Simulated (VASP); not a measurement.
CdS (wurtzite), at 1.04 of the tabulated volume:

```
CELL_PARAMETERS angstrom
      2.09724    -3.63253     0.00000
      2.09724     3.63253     0.00000
      0.00000     0.00000     6.80843
ATOMIC_POSITIONS crystal
  Cd 0.66667 0.33333 0.50000
  Cd 0.33333 0.66667 0.00000
  S  0.66667 0.33333 0.87700
  S  0.33333 0.66667 0.37700
```

The lowest empty band near Γ, direction in plane, from mBJ (TB09) with spin-orbit coupling in VASP (PAW); its two spin partners are averaged. The gap over the points computed is 2.63 eV, and the next band on that side lies 1.45 eV away at the edge.

Run with 400 eV cut-off, 7×7×4 Γ-centred mesh, Gaussian smearing of 0.050 eV, potentials Cd S.

```csv
distance from the edge in k (1/Å),distance in energy (meV)
0.018,4.7
0.025,9.1
0.035,18.0
0.050,36.7
0.070,71.1
```

Fit E(1 + αE) = ħ²k²/2m* (ħ²/2m0 = 3.810 eV Å²) and predict the row at 0.095 1/Å.

Least squares on the energies gives the electron mass m* = 0.258 m0 and α = 0.26 per eV, and so 129.1 meV. The run gave 127.9 meV, -1.2 meV from the fit.

Left out are points under 3 meV from the edge, since the levels carry 0.1 meV, and points farther than half the way to the next band.

The compound is CdS in the wurtzite structure. The cell was not relaxed at this level.
